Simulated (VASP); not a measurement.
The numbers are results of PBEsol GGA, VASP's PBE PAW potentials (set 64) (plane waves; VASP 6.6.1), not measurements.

A VASP calculation is set up with these files.

INCAR:
```
SYSTEM  =  MnS
PREC  =  Accurate; ENCUT  =  520; LREAL  =  .FALSE.
LASPH  =  .TRUE.
EDIFF  =  1E-7; NELM  =  100; ALGO  =  Normal
LMAXMIX  =  4
ISMEAR  =  -5
GGA  =  PS
MAGMOM  =  4.0 -4.0 2*0.0
ISPIN  =  2
ISIF  =  2
LWAVE  =  .FALSE.; LCHARG  =  .TRUE.; LORBIT  =  11
NEDOS  =  601
```

KPOINTS:
```
Automatic mesh
0
Gamma
8 8 8
0 0 0
```

POSCAR:
```
MnS
10.0639310
  0.5000000098   0.2493837809   0.2493837809
  0.2493837809   0.5000000098   0.2493837809
  0.2493837809   0.2493837809   0.5000000098
Mn S
2 2
Cartesian
  0.0000000000   0.0000000000   0.0000000000
  0.4993837858   0.4993837858   0.4993837858
  0.2496918929   0.2496918929   0.2496918929
  0.7490756788   0.7490756788   0.7490756788
```

POTCAR, in this order: Mn_pv S (PBE.64 set). Program: vasp_std.

The run wrote:

### OUTCAR
```
 ion  position               nearest neighbor table
   1  0.000  0.000  0.000-   4 2.52   4 2.52   3 2.52   3 2.52   4 2.52   3 2.52
   2  0.500  0.500  0.500-   3 2.52   3 2.52   4 2.52   4 2.52   3 2.52   4 2.52
   3  0.250  0.250  0.250-   1 2.52   1 2.52   2 2.52   2 2.52   1 2.52   2 2.52
   4  0.750  0.750  0.750-   2 2.52   2 2.52   1 2.52   1 2.52   2 2.52   1 2.52
  LATTYP: Found a trigonal (rhomboedric) cell.
 ALAT       =     6.1578146098
 COS(alpha) =     0.8322353469
 Subroutine PRICEL returns following result:
  LATTYP: Found a trigonal (rhomboedric) cell.
 ALAT       =     3.5581424022
 COS(alpha) =     0.4975335927
 Subroutine GETGRP returns: Found 12 space group operations
The static configuration has the point symmetry D_3d.
The dynamic configuration has the point symmetry D_3d.
The overall configuration has the point symmetry D_3d.
 Subroutine INISYM returns: Found 12 space group operations
 Subroutine IBZKPT returns following result:
 Found     65 irreducible k-points:

 Following reciprocal coordinates:
            Coordinates               Weight
  0.000000  0.000000  0.000000      1.000000
  0.125000  0.000000  0.000000      6.000000
  0.250000  0.000000  0.000000      6.000000
...
```

**OSZICAR**
```
       N       E                     dE             d eps       ncg     rms          rms(c)
DAV:   1     0.381314281154E+03    0.38131E+03   -0.21487E+04  6300   0.182E+03
DAV:   2     0.305529892282E+01   -0.37826E+03   -0.37340E+03  6036   0.490E+02
DAV:   3    -0.312517907960E+02   -0.34307E+02   -0.33942E+02  8622   0.136E+02
DAV:   4    -0.323376162694E+02   -0.10858E+01   -0.10800E+01  6886   0.225E+01
DAV:   5    -0.323633977801E+02   -0.25782E-01   -0.25777E-01  7587   0.392E+00    0.176E+01
DAV:   6    -0.302847767892E+02    0.20786E+01   -0.30727E+01  7820   0.523E+01    0.161E+01
DAV:   7    -0.301144905364E+02    0.17029E+00   -0.33061E+00  7491   0.214E+01    0.889E+00
DAV:   8    -0.301332229040E+02   -0.18732E-01   -0.38996E-01  7850   0.513E+00    0.434E+00
DAV:   9    -0.301139146003E+02    0.19308E-01   -0.69625E-02  8006   0.260E+00    0.438E-01
DAV:  10    -0.301166143566E+02   -0.26998E-02   -0.17897E-02  7612   0.806E-01    0.219E-01
DAV:  11    -0.301166335495E+02   -0.19193E-04   -0.11801E-03  7214   0.304E-01    0.133E-01
DAV:  12    -0.301166738676E+02   -0.40318E-04   -0.32692E-04  7380   0.105E-01    0.928E-02
DAV:  13    -0.301166849799E+02   -0.11112E-04   -0.28721E-05  6617   0.323E-02    0.465E-02
DAV:  14    -0.301166868715E+02   -0.18916E-05   -0.80865E-06  7135   0.222E-02    0.133E-02
DAV:  15    -0.301166886225E+02   -0.17510E-05   -0.10319E-06  7207   0.938E-03    0.455E-03
DAV:  16    -0.301166886270E+02   -0.45357E-08   -0.90717E-08  4194   0.261E-03
   1 F= -.30116689E+02 E0= -.30116689E+02  d E =0.000000E+00  mag=     0.0000
```

### OUTCAR
```
------------------------ aborting loop because EDIFF is reached ----------------------------------------
  FORCE on cell =-STRESS in cart. coord.  units (eV):
  Direction    XX          YY          ZZ          XY          YZ          ZX
  --------------------------------------------------------------------------------------
  Total       -0.0629165     -0.0629165     -0.0629165     -0.0746513     -0.0746513     -0.0746513
  in kB       -1.5764825     -1.5764825     -1.5764825     -1.8705203     -1.8705203     -1.8705203
  external PRESSURE =      -1.5764825 kB  Pullay stress =       0.0000000 kB
  volume of cell :       63.94
      direct lattice vectors                 reciprocal lattice vectors
     5.031965599  2.509781164  2.509781164     0.297483595 -0.098998116 -0.098998116
     2.509781164  5.031965599  2.509781164    -0.098998116  0.297483595 -0.098998116
     2.509781164  2.509781164  5.031965599    -0.098998116 -0.098998116  0.297483595
 POSITION                                       TOTAL-FORCE (eV/Angst)
 -----------------------------------------------------------------------------------
      0.00000      0.00000      0.00000         0.000000     -0.000000     -0.000000
      5.02576      5.02576      5.02576         0.000000      0.000000     -0.000000
      2.51288      2.51288      2.51288        -0.000000     -0.000000     -0.000000
      7.53865      7.53865      7.53865         0.000000      0.000000      0.000000
 -----------------------------------------------------------------------------------
    total drift:                                0.000000     -0.000000     -0.000000
  FREE ENERGIE OF THE ION-ELECTRON SYSTEM (eV)
  ---------------------------------------------------
  free  energy   TOTEN  =       -30.1166886270 eV

  energy  without entropy=      -30.1166886270  energy(sigma->0) =      -30.11668863

 total charge

# of ion       s       p       d       tot
------------------------------------------
    1        0.233   6.195   4.994  11.421
    2        0.233   6.195   4.994  11.421
    3        1.320   2.408   0.000   3.728
    4        1.320   2.408   0.000   3.728
--------------------------------------------------
tot          3.105  17.207   9.988  30.299

 magnetization (x)

# of ion       s       p       d       tot
------------------------------------------
    1        0.014   0.015   4.015   4.043
    2       -0.014  -0.015  -4.015  -4.043
    3        0.000   0.000   0.000   0.000
    4        0.000   0.000   0.000   0.000
--------------------------------------------------
tot          0.000   0.000   0.000   0.000
```
(Selected blocks of OUTCAR.)

**OUTCAR**
```
 val. band max:        7.4885856150   @ k =   0.5000   0.5000   0.5000

 cond. band min:       7.8291269271   @ k =   0.5000   0.0000   0.0000


 Fermi energy:         7.5069065637

 spin component 1

 k-point     1 :       0.0000    0.0000    0.0000
  band No.  band energies     occupation
      1     -42.6211      1.00000
      2     -42.6211      1.00000
      3     -42.6131      1.00000
      4     -38.3302      1.00000
      5     -38.3302      1.00000
      6     -38.2957      1.00000
      7      -7.4047      1.00000
      8      -5.7705      1.00000
      9       0.2839      1.00000
     10       2.9719      1.00000
     11       2.9719      1.00000
     12       4.6247      1.00000
     13       4.6247      1.00000
     14       4.8307      1.00000
     15       5.8657      1.00000
     16       5.8657      1.00000
     17       5.9055      1.00000
     18       5.9925      1.00000
     19       5.9925      1.00000
     20       8.3835      0.00000
     21       8.3835      0.00000
     22       8.5358      0.00000
     23      10.2911      0.00000

 k-point     2 :       0.1250    0.0000    0.0000
  band No.  band energies     occupation
      1     -42.6227      1.00000
      2     -42.6215      1.00000
      3     -42.6129      1.00000
      4     -38.3322      1.00000
      5     -38.3307      1.00000
      6     -38.2954      1.00000
      7      -7.2386      1.00000
      8      -5.7313      1.00000
      9       0.5119      1.00000
     10       2.7999      1.00000
     11       3.0074      1.00000
     12       4.1389      1.00000
     13       4.4349      1.00000
     14       4.7346      1.00000
     15       4.8750      1.00000
     16       5.5739      1.00000
     17       5.6544      1.00000
     18       6.2245      1.00000
     19       6.8029      1.00000
     20       8.3453      0.00000
     21       8.5641      0.00000
     22       8.5734      0.00000
     23       9.5261      0.00000
...
```

The compound is MnS in the rock salt, AFM-II order structure. It was relaxed first, which changed the volume by -10 %.
